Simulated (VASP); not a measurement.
Calculation: PBE GGA, VASP's PBE PAW potentials (set 64) (plane waves; VASP 6.6.1).

The input files of a VASP run:

INCAR:
```
GGA = PE   ! PBE
PREC = Accurate
ISMEAR = 0   ! Gaussian
LWAVE = F
NSW = 1
ALGO = Normal   ! blocked Davidson
LMAXMIX = 4   ! l cut-off of mixed one-centre charges
NELM = 100   ! most electronic steps
LREAL = F
ENCUT = 400   ! plane-wave cut-off (eV)
LCHARG = F
LASPH = T
SIGMA = 0.01
IBRION = 8
SYSTEM = CdSe
EDIFF = 1E-8
LEPSILON = T
```

### POSCAR
```
CdSe
1
    0.0000000000     3.0956650803     3.0956650803
    3.0956650803    -0.0000000000     3.0956650803
    3.0956650803     3.0956650803     0.0000000000
Cd Se
1 1
Direct
  1.0000000000   1.0000000000   1.0000000000
  0.2500000000   0.2500000000   0.2500000000
```

File KPOINTS:
```
Automatic
0
gamma
  13 13 13
```

POTCAR, in this order: Cd Se (PBE.64 set). Program: vasp_std.

Output of the run:

**OUTCAR**
```


 HEAD OF MICROSCOPIC STATIC DIELECTRIC TENSOR (INDEPENDENT PARTICLE, excluding Hartree and local field effects)
 ------------------------------------------------------
           9.511669     0.000000    -0.000000
          -0.000000     9.511669    -0.000000
          -0.000000     0.000000     9.511669
 ------------------------------------------------------

 MACROSCOPIC STATIC DIELECTRIC TENSOR (including local field effects in DFT)
 ------------------------------------------------------
           9.170100    -0.000000    -0.000000
          -0.000000     9.170100     0.000000
          -0.000000    -0.000000     9.170100
 ------------------------------------------------------

 PIEZOELECTRIC TENSOR (including local field effects)  for field in x, y, z        (e  Angst)
          XX          YY          ZZ          XY          YZ          ZX
  --------------------------------------------------------------------------------
  x    -0.00000    -0.00000     0.00000     0.00000    -2.55227    -0.00000
  y    -0.00000     0.00000    -0.00000     0.00000     0.00000    -2.55227
  z    -0.00000    -0.00000     0.00000    -2.55227     0.00000     0.00000

 PIEZOELECTRIC TENSOR (including local field effects)  for field in x, y, z        (C/m^2)
          XX          YY          ZZ          XY          YZ          ZX
  --------------------------------------------------------------------------------
  x    -0.00000    -0.00000     0.00000     0.00000    -0.68920    -0.00000
  y    -0.00000     0.00000    -0.00000     0.00000     0.00000    -0.68920
  z    -0.00000    -0.00000     0.00000    -0.68920     0.00000     0.00000

 BORN EFFECTIVE CHARGES (including local field effects) (in |e|, cummulative output)
 ---------------------------------------------------------------------------------
 ion    1
    1     2.33322    -0.00000     0.00000
    2    -0.00000     2.33322    -0.00000
    3    -0.00000    -0.00000     2.33322
 ion    2
    1    -2.33322     0.00000    -0.00000
    2     0.00000    -2.33322     0.00000
    3     0.00000     0.00000    -2.33322

   1 f  =    4.718225 THz    29.645483 2PiTHz  157.383048 cm-1    19.513002 meV

   2 f  =    4.718225 THz    29.645483 2PiTHz  157.383048 cm-1    19.513002 meV

   3 f  =    4.718225 THz    29.645483 2PiTHz  157.383048 cm-1    19.513002 meV

   4 f/i=    0.001694 THz     0.010643 2PiTHz    0.056503 cm-1     0.007005 meV

   5 f/i=    0.001694 THz     0.010643 2PiTHz    0.056503 cm-1     0.007005 meV

   6 f/i=    0.001694 THz     0.010643 2PiTHz    0.056503 cm-1     0.007005 meV

 MACROSCOPIC STATIC DIELECTRIC TENSOR IONIC CONTRIBUTION
 ------------------------------------------------------
           3.930477    -0.000000    -0.000000
          -0.000000     3.930477    -0.000000
           0.000000    -0.000000     3.930477
 ------------------------------------------------------

 ELASTIC MODULI CONTR FROM IONIC RELAXATION (kBar)
 Direction    XX          YY          ZZ          XY          YZ          ZX
 --------------------------------------------------------------------------------
 XX          -0.0000     -0.0000     -0.0000     -0.0000      0.0000      0.0000
 YY          -0.0000     -0.0000     -0.0000     -0.0000     -0.0000      0.0000
 ZZ          -0.0000     -0.0000     -0.0000      0.0000     -0.0000      0.0000
 XY          -0.0000     -0.0000      0.0000   -170.9511      0.0000      0.0000
 YZ           0.0000     -0.0000     -0.0000      0.0000   -170.9511      0.0000
 ZX           0.0000      0.0000      0.0000      0.0000      0.0000   -170.9511
 --------------------------------------------------------------------------------

 PIEZOELECTRIC TENSOR IONIC CONTR  for field in x, y, z        (C/m^2)
          XX          YY          ZZ          XY          YZ          ZX
  --------------------------------------------------------------------------------
  x     0.00000     0.00000     0.00000     0.00000     0.77131    -0.00000
  y    -0.00000    -0.00000    -0.00000    -0.00000    -0.00000     0.77131
  z     0.00000     0.00000     0.00000     0.77131    -0.00000    -0.00000
```
(Selected blocks of OUTCAR.)

The dielectric response may not be converged in the k-mesh; for small gaps it tends to come out too large.

The compound is CdSe in the zinc blende structure, whereas wurtzite is the usual form. It was relaxed first, which changed the volume by +7 %.
